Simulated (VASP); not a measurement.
K8CBr8O2: single point with PBE+D3(BJ)

K8CBr8O2, a slab with vacuum:

```xyz
19
Lattice="6.6000 0.0000 0.0000 0.0000 6.6000 0.0000 0.0000 0.0000 24.9000" Properties=species:S:1:pos:R:3 pbc="T T T"
K     0.0000    0.0000    1.0000
K     3.3000    3.3000    1.0000
K     0.0000    3.3000    4.2989
K     3.3000    0.0000    4.2989
K     0.0001    0.0000    7.6017
K     3.2999    3.3000    7.6011
K    -0.0021    3.3006   10.8613
K     3.3011    0.0006   10.8611
Br    0.0000    0.0000    4.2965
Br    3.3000    3.3000    4.2966
Br    0.0000    3.3000    1.0000
Br    3.3000    0.0000    1.0000
Br    0.0009    0.0003   10.9109
Br    3.2982    3.3003   10.9141
Br   -0.0001    3.3000    7.6024
Br    3.3000    0.0000    7.6024
C     2.2386    3.3165   15.6005
O     1.2473    3.9591   15.5397
O     3.2290    2.6726   15.5532
```

```json
{
 "Program": "VASP 6.6.1",
 "Task": "single point",
 "Functional": "PBE",
 "Dispersion": "D3(BJ)",
 "Potentials or basis": "VASP PAW PBE potentials, release 64 (K_sv, Br, C, O)",
 "Cutoff": "520 eV",
 "k mesh": "2 × 2 × 1",
 "Occupations": "fermi-dirac, width 0.05 eV",
 "Spin": "no spin polarisation",
 "Dipole correction": "no",
 "Further INCAR settings": "LREAL = Auto; ALGO = Fast; EDIFF = 1e-06; NBANDS = 87"
}
```

```
Largest force              : 0.774 eV/Å
Band gap on the k mesh     : 4.16 eV, direct
Dispersion energy per atom : -0.147 eV
```

Forces in eV/Å, atoms in the order of the input:
```
K    0.000  0.000  0.085
K    0.000  0.000  0.085
K    0.000  0.000 -0.016
K    0.000  0.000 -0.016
K    0.001  0.000  0.014
K   -0.001  0.000  0.013
K   -0.001  0.002  0.010
K   -0.001  0.000  0.003
Br   0.000  0.000  0.003
Br   0.000  0.000  0.003
Br   0.000  0.000 -0.055
Br   0.000  0.000 -0.055
Br   0.003  0.002  0.010
Br  -0.010  0.002  0.030
Br   0.000  0.000 -0.026
Br   0.001  0.000 -0.026
C    0.004 -0.010 -0.774
O    0.461 -0.292  0.347
O   -0.460  0.296  0.363
```

Levels at points of the mesh, in eV from the valence-band top:
| k point | band 70 | band 71 | band 72 | band 73 | band 74 | band 75 |
| --- | --- | --- | --- | --- | --- | --- |
| (0.00, 0.00, 0.00) | -0.05 | 0.00 | 0.00 | 4.16 | 4.48 | 4.88 |
| (0.50, 0.00, 0.00) | -0.19 | -0.15 | -0.13 | 4.64 | 5.25 | 5.40 |
| (0.00, 0.50, 0.00) | -0.19 | -0.15 | -0.13 | 4.66 | 5.37 | 5.54 |
| (0.50, 0.50, 0.00) | -0.21 | -0.21 | -0.19 | 4.86 | 5.28 | 6.05 |

It took 9.8 min on 1 thread of Intel(R) Xeon(R) 6975P-C (Granite Rapids), on a shared host, peak memory 1 GiB.

Caveat: the k mesh is coarse (spacing up to 0.48 Å⁻¹), so the values aren't converged; the standard files for N, O and F lose accuracy on very short bonds. A hybrid or GW would open this gap; PBE tends to underestimate it.
